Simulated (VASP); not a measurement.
Write the native input for VASP 6.6.1 that does the following.

```
Task                   : atomic charges
Functional             : PBE
Dispersion             : TS
Potentials or basis    : VASP PAW PBE potentials, release 64 (O, B, Si, Cl, H)
Cutoff                 : 520 eV
k mesh                 : 1 × 1 × 1
Occupations            : gaussian, width 0.01 eV
Spin                   : no spin polarisation
Further INCAR settings : ALGO = Normal; EDIFF = 1e-06
```

The structure of OBSiClH4 lies in POSCAR:

```
SiBH4ClO
1.0
   12.0000000000      0.0000000000      0.0000000000
    0.0000000000     13.0000000000      0.0000000000
    0.0000000000      0.0000000000     14.0000000000
O B Si Cl H
1 1 1 1 4
Direct
    0.4220500000      0.6155500000      0.4404464300
    0.4491583300      0.5158884600      0.4502964300
    0.4828583300      0.4534653800      0.5794750000
    0.4557416700      0.4364961500      0.3469892900
    0.4079583300      0.6360115400      0.3753321400
    0.4730583300      0.5300500000      0.6578678600
    0.5979916700      0.4109346200      0.5788107100
    0.4041750000      0.3672192300      0.5978035700
```

The input as run:

INCAR

```
SYSTEM = SiBH4ClO
PREC     = Accurate       ! precision mode
ENCUT    = 520            ! plane-wave cutoff, eV
EDIFF    = 1E-6           ! SCF threshold, eV
ISMEAR   = 0              ! smearing method
SIGMA    = 0.01           ! smearing width, eV
LREAL    = .False.        ! projectors in reciprocal space
LASPH    = .True.         ! aspherical terms in the spheres
NELM     = 60             ! most SCF steps
ALGO     = Normal         ! electronic algorithm
ISIF     = 2              ! what is computed and relaxed
LWAVE    = .False.        ! write WAVECAR
LCHARG   = .False.        ! write CHGCAR
GGA      = PE             ! functional
IVDW     = 2              ! dispersion correction
LORBIT   = 10             ! projections on sites
```

KPOINTS

```
Automatic mesh
0
Gamma
  1 1 1
  0 0 0
```

Potentials or basis: VASP PAW PBE potentials, release 64 (O, B, Si, Cl, H).

Run with:

```sh
$ cat potpaw_PBE.64/O/POTCAR potpaw_PBE.64/B/POTCAR potpaw_PBE.64/Si/POTCAR potpaw_PBE.64/Cl/POTCAR potpaw_PBE.64/H/POTCAR > POTCAR
$ mpirun -np 1 vasp_gam > vasp.out
```

Results of the run:

The largest force is 0.598 eV/Å and the gap between the frontier levels is 5.09 eV. The valence electrons inside the program's atomic spheres are O 5.21; B 1.98; Si 1.77; Cl 5.16; H 0.75, 0.59, 0.58. The hirshfeld charges are O -0.21; B +0.11; Si +0.21; Cl -0.08; H +0.17, -0.07 e. The dispersion energy per atom is -0.005 eV.

Run time: 3.2 min on 1 thread of Intel(R) Xeon(R) Platinum 8488C (Sapphire Rapids) (shared host), peak memory 1.7 GiB.
